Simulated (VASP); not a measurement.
Runs of VASP 6.6.1 on MnSiSe3. The structure is cubic, space group Pm-3m (No. 221). The conventional cell has a = 4.834 Å, b = 4.834 Å, c = 4.834 Å, α = 90.00°, β = 90.00°, γ = 90.00°. Around Mn (site symmetry m-3m) lie 12 Se at 3.42 Å. Around Si (site symmetry m-3m) lie 6 Se at 2.42 Å. Se (site symmetry 4/mmm) is surrounded by 2 Si at 2.42 Å. The cell was built by a generator and needn't be a form met in nature.

```csv
task,level,potentials or basis,U,k mesh for the DOS,occupations for the DOS,pressure (GPa),moment (μB)
density of states,LDA+U,"VASP PAW LDA potentials, release 64 (Mn_pv, Si, Se)",Mn d U = 4 eV,8 × 8 × 8,tetrahedron,-,5.31
density of states,LDA+U,"VASP PAW LDA potentials, release 64 (Mn_pv, Si, Se)",Mn d U = 8 eV,8 × 8 × 8,tetrahedron,-,5.34
band structure,revPBE,"VASP PAW PBE potentials, release 64 (Mn_pv, Si, Se)",-,-,-,(b),(a)
band structure,PBE,"VASP PAW PBE potentials, release 64 (Mn_pv, Si, Se)",-,-,-,0.1,5.28
density of states,LDA+U,"VASP PAW LDA potentials, release 64 (Mn_pv, Si, Se)",Mn d U = 3 eV,8 × 8 × 8,tetrahedron,-,5.30
```

Alike in all rows: spin collinear, ferromagnetic start; cell as given; k mesh 5 × 5 × 5; cutoff (eV) 520; smearing fermi-dirac 0.05 eV.

**Question.** Fill in the values left out.

**Answer.** (a) 5.29; (b) 1.3.

Caveats: a cell with one magnetic atom can't hold antiferromagnetic order, which such compounds often take; semilocal functionals often make such compounds metallic where correlation or magnetic order opens a gap, which also shifts bond lengths (some runs); the PAW data sets were made with another functional, which shifts forces and pressure a little (some runs).

Not every run made on this cell is shown here.
